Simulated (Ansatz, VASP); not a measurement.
**ScGa3Te: VASP beside Ansatz**

Contents of INCAR:

```
PREC = Accurate
ENCUT = 600
EDIFF = 1E-6
ISMEAR = 0
SIGMA = 0.1
LREAL = False
LASPH = True
NELM = 60
ALGO = Normal
ISIF = 3
LWAVE = False
LCHARG = False
GGA = PE
IBRION = 2
NSW = 90
EDIFFG = -0.04
```

File KPOINTS:

```
Automatic mesh
0
Gamma
  4 4 4
```

Contents of POSCAR:

```
ScGa3Te
1.0
    4.8495543300      0.0000000000      0.0000000000
    0.0000000000      4.8495543300      0.0000000000
    0.0000000000      0.0000000000      4.8495543300
Sc Ga Te
1 3 1
Direct
    0.0000000000      0.0000000000      0.0000000000
    0.5000000000      0.5000000000      0.0000000000
    0.5000000000      0.0000000000      0.5000000000
    0.0000000000      0.5000000000      0.5000000000
    0.5000000000      0.5000000000      0.5000000000
```

Input for Ansatz:

```yaml
crystal:
  lattice:
    - [4.84955433, 0.0, 0.0]
    - [0.0, 4.84955433, 0.0]
    - [0.0, 0.0, 4.84955433]
  atoms:
    - { symbol: Sc, position: [0.0, 0.0, 0.0] }
    - { symbol: Ga, position: [0.5, 0.5, 0.0] }
    - { symbol: Ga, position: [0.5, 0.0, 0.5] }
    - { symbol: Ga, position: [0.0, 0.5, 0.5] }
    - { symbol: Te, position: [0.5, 0.5, 0.5] }
basis:
  ecutwfc: 420
kpoints:
  mp_grid: { grid: [4, 4, 4] }
hamiltonian:
  xc: pbe
scf:
  occupations: { method: gaussian, width: 0.1 }
  lower_state_search: "off"
output:
  forces: true
  stress: true
  eigenvalues: true
relax:
  adjacent_minimum: "off"
  f_tol: 0.04
  max_steps: 70
  cell: { stress_tol: 0.4 }
```

Change from the starting cell: species swapped into the Tb3AlN type (Pm-3m, No. 221).

Alike in both runs: task relaxation of cell and atoms; functional PBE; k mesh 4 × 4 × 4; occupations gaussian, width 0.1 eV; no spin polarisation.

```csv
,VASP,Ansatz
version,VASP 6.6.1,Ansatz 0.2.0
potentials or method,"VASP PAW PBE potentials, release 64 (Sc_sv, Ga_d, Te)","scalar-relativistic, plane waves, PAW"
plane-wave cutoff (eV),600,420
valence electrons in the cell,56,66
```

```tsv
	VASP	Ansatz	Ansatz less VASP
gap on the k mesh at the Fermi level, each at its own relaxed structure (eV)	none	none	-
relaxed volume (Å³/atom)	29.68	29.28	-0.401
relaxed cell length with the largest relative difference (Å)	5.294	5.270	-0.0240
energy change over the relaxation (meV/atom)	-284	-278	+5.3
```

A gap of «none» marks a metal or a gap that the smearing closes. The two sets of potentials don't hold the same shells in valence.

Caveats: the volume moved by over 15 % at a fixed basis, so the end points are rough (VASP). Spin-orbit coupling is left out, which matters for the levels of Te.
